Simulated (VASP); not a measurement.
All values below come from PBEsol GGA, VASP's PBE PAW potentials (set 64) (plane waves; VASP).

The input files of a VASP run:

### POSCAR
```
Bi2TeSe2
1
    2.1385350000     1.2346840000    10.5654600000
   -2.1385350000     1.2346840000    10.5654600000
    0.0000000000    -2.4693680000    10.5654600000
Bi Te Se
2 1 2
Direct
  0.4030330000   0.4013160000   0.3985890000
  0.5962200000   0.6052970000   0.5924130000
  0.0124320000  -0.0182030000   0.0106770000
  0.7821090000   0.7841570000   0.7765410000
  0.2062050000   0.2274330000   0.2217800000
```

INCAR:
```
EDIFF = 1E-6   ! SCF stop (eV)
LMAXMIX = 4
SIGMA = 0.01   ! width (eV)
LCHARG = .False.
ALGO = Normal   ! blocked Davidson
LWAVE = .False.
NELM = 100   ! most electronic steps
ISIF = 2   ! forces and stress, cell fixed
LASPH = .True.
LREAL = .False.   ! projection in real space or not
ISMEAR = 0   ! Gaussian
SYSTEM = Bi2TeSe2
PREC = Accurate
GGA = PS   ! PBEsol
ENCUT = 300   ! plane-wave cut-off (eV)
```

### KPOINTS
```
Automatic mesh
0
Gamma
4 4 4
0 0 0
```

POTCAR, in this order: Bi_d Te Se (PBE.64 set). Program: vasp_std.

At this cut-off the stress carries a Pulay error, which pulls relaxed volumes low.

What does the run give for the energy per atom (σ→0), pressure, largest force?

- energy per atom (σ→0) = -4.237 eV/atom
- pressure = -2.14 GPa
- largest force = 0.513 eV/Å

### OSZICAR
```
...
DAV:   8    -0.211842943316E+02   -0.15365E-03   -0.60301E-02  2840   0.128E+00    0.519E-01
DAV:   9    -0.211829358316E+02    0.13585E-02   -0.89764E-03  2544   0.538E-01    0.242E-01
DAV:  10    -0.211830467297E+02   -0.11090E-03   -0.15580E-03  2604   0.193E-01    0.839E-02
DAV:  11    -0.211831063341E+02   -0.59604E-04   -0.15673E-04  2608   0.689E-02    0.237E-02
DAV:  12    -0.211831135375E+02   -0.72034E-05   -0.20104E-05  2020   0.259E-02    0.151E-02
DAV:  13    -0.211831164132E+02   -0.28757E-05   -0.57667E-06  1904   0.171E-02    0.149E-03
DAV:  14    -0.211831164493E+02   -0.36119E-07   -0.58359E-07  1400   0.669E-03
   1 F= -.21183116E+02 E0= -.21183116E+02  d E =-.105451E-50
```

The structure comes from a computed database's Bi2TeSe2 entry (R-3m); how it stands against other phases isn't given here. The cell was not relaxed at this level, atoms are displaced from their ideal sites. The k-mesh is coarse (spacing up to 0.43 per Å, 2π included), so the numbers may not be converged in it.
